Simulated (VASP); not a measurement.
Shape and ions are relaxed at each volume.

Given:

Space group I4₁/amd, origin choice 1 (No. 141); a = b = 5.828 Å, c = 3.163 Å, α = β = γ = 90.00°

| atom | site | symmetry | x | y | z |
|---|---|---|---|---|---|
| Sn | 4a | -4m2 | 0.0000 | 0.0000 | 0.0000 |
(The calculation used a cell of 2 atoms; values per cell refer to that cell.)

Method: PBEsol GGA, VASP's PBE PAW potentials (set 64) (plane waves; VASP). Run with 520 eV cut-off, 13×13×13 Γ-centred mesh, first-order Methfessel-Paxton smearing of 0.10 eV, potentials Sn_d.

Q: Give the energy at these volumes per atom, relative to the lowest: 25.21, 26.02, 26.82, 27.63, 28.43 Å³.

A: 20.3, 5.0, 0.0, 3.6, 14.5 meV/atom. A third-order Birch-Murnaghan fit gives B0 = 56.8 GPa and B0′ = 4.7.

Measured: bulk modulus 57.0 GPa (computed value off by -0.4 %), as given by Tao Chen et al., Physical Review Materials (2023), arXiv:2209.05059. The calculation is for a static lattice, while the measured bulk modulus holds thermal and zero-point effects, which are part of the difference.

The compound is Sn in the beta structure. It was relaxed first.
